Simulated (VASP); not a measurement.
Level of theory: LDA (Ceperley-Alder, Perdew-Zunger), VASP's LDA PAW potentials (set 64) (plane waves; VASP 6.6.1).

The input files of a VASP run:

**INCAR**
```
SYSTEM  =  CdTe
PREC  =  Accurate; ENCUT  =  500; LREAL  =  .False.
LASPH  =  .True.
EDIFF  =  1E-6; NELM  =  100; ALGO  =  Normal
LMAXMIX  =  4
ISMEAR  =  0; SIGMA  =  0.05
IBRION  =  2; NSW  =  40; ISIF  =  3
EDIFFG  =  -0.02
LWAVE  =  .False.; LCHARG  =  .False.
```

File KPOINTS:
```
Regular mesh
0
G
7 7 7
```

### POSCAR
```
CdTe
1
    0.0000000000     3.2028670756     3.2028670756
    3.2028670756     0.0000000000     3.2028670756
    3.2028670756     3.2028670756     0.0000000000
Cd Te
1 1
Direct
  0.0000000000   0.0000000000   0.0000000000
  0.2500000000   0.2500000000   0.2500000000
```

POTCAR, in this order: Cd Te (LDA.64 set). Program: vasp_std.

Unless said otherwise, spin-orbit coupling is left out, though it shifts the bands of the heavy elements here.

Question: What does the run give for the energy per atom (σ→0), volume per atom, band gap (on the k-mesh)?

Answer: 
```
Item                              Result
------------------------  --------------
energy per atom (σ→0)     -3.025 eV/atom
band gap (on the k-mesh)         0.64 eV
volume per atom            33.10 Å³/atom
```

**OSZICAR**
```
...
       N       E                     dE             d eps       ncg     rms          rms(c)
DAV:   1    -0.605069738755E+01   -0.13855E-02   -0.26886E-02   585   0.221E+00    0.269E-01
DAV:   2    -0.604951690959E+01    0.11805E-02   -0.33400E-03   565   0.939E-01    0.899E-02
DAV:   3    -0.604940498528E+01    0.11192E-03   -0.28215E-04   570   0.182E-01    0.747E-02
DAV:   4    -0.604938647240E+01    0.18513E-04   -0.29708E-05   550   0.459E-02    0.144E-02
DAV:   5    -0.604938526883E+01    0.12036E-05   -0.33238E-06   550   0.255E-02    0.989E-03
DAV:   6    -0.604938520379E+01    0.65044E-07   -0.77665E-07   275   0.925E-03
   3 F= -.60493852E+01 E0= -.60493852E+01  d E =-.506261E-03
```

The compound is CdTe in the zinc blende structure. This run relaxes it. Symmetry was kept, so distortions that lower it aren't found.
